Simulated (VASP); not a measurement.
A periodic (110) film of ZnS (zinc blende) under biaxial in-plane strain, normal axis and ions relaxed with LDA. Gaps from LDA in VASP (PAW), over mesh and path in the film cell's folded zone.

```json
[
 {"strain (%)": "-1", "gap (eV)": "2.155"},
 {"strain (%)": "+0", "gap (eV)": "2.147"},
 {"strain (%)": "+1", "gap (eV)": "2.031"}
]
```

Q: Take the slope on the side of compression and predict the gap at -2 %.

A: The slope is -0.008 eV per cent, which gives 2.147 + (-0.008)(-2) = 2.16 eV. The run gave 2.15 eV, -0.02 eV from the line.

The compound is ZnS in the zinc blende structure.
